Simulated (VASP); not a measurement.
```yaml
crystal:
  lattice:
    - [-2.70115, 2.70115, 5.41077]
    - [2.70115, -2.70115, 5.41077]
    - [2.70115, 2.70115, -5.41077]
  atoms:
    - { symbol: Cu, position: [0.00000, 0.00000, 0.00000] }
    - { symbol: Cu, position: [0.75000, 0.25000, 0.50000] }
    - { symbol: Zn, position: [0.25000, 0.75000, 0.50000] }
    - { symbol: Ge, position: [0.50000, 0.50000, 0.00000] }
    - { symbol: S, position: [0.62900, 0.62800, 0.51300] }
    - { symbol: S, position: [0.11500, 0.11600, 0.48700] }
    - { symbol: S, position: [0.37200, 0.88500, 0.00100] }
    - { symbol: S, position: [0.88400, 0.37100, 0.99900] }
```

The numbers are results of PBE GGA, VASP's PBE PAW potentials (set 64) (plane waves; VASP), not measurements. Numerical set-up: 300 eV cut-off, 4×4×4 Γ-centred mesh, Fermi-Dirac smearing of 0.10 eV, potentials Cu Zn Ge_d S.

At this cut-off the stress carries a Pulay error, which pulls relaxed volumes low.

Problem. Estimate the energy per atom (σ→0), pressure, band gap (on the k-mesh) with the smallest direct gap where there is one.

Solution. 
```
Item                                                         Value
------------------------  ----------------------------------------
band gap (on the k-mesh)  none (metal, semimetal or under 0.01 eV)
energy per atom (σ→0)                               -4.126 eV/atom
pressure                                                 -2.74 GPa
```

Total energies compare only between runs with the same potentials, cut-off and functional.

The structure was generated: ZnCu2GeS4 was put into an ordered model structure, which need not be its known phase. The cell was not relaxed at this level. The k-mesh is coarse (spacing up to 0.41 per Å, 2π included), so the numbers may not be converged in it.
